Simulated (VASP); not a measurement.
Given:

```yaml
crystal:
  lattice:
    - [0.00000, 3.60188, 3.60188]
    - [3.60188, 0.00000, 3.60188]
    - [3.60188, 3.60188, 0.00000]
  atoms:
    - { symbol: K, position: [0.25000, 0.25000, 0.25000] }
    - { symbol: K, position: [0.75000, 0.75000, 0.75000] }
    - { symbol: S, position: [0.00000, 0.00000, 0.00000] }
```

The numbers are results of LDA (Ceperley-Alder, Perdew-Zunger), VASP's LDA PAW potentials (set 64) (plane waves; VASP), not measurements. Settings: 520 eV cut-off, 5×5×5 Γ-centred mesh, Gaussian smearing of 0.050 eV, potentials K_sv S.

Problem. What does the run give for the energy per atom (σ→0)?

Solution. 
| Item | Value |
|---|---|
| energy per atom (σ→0) | -3.469 eV/atom |

Total energies compare only between runs with the same potentials, cut-off and functional.

The compound is K2S in the antifluorite structure. It was relaxed first, which changed the volume by -8 %.
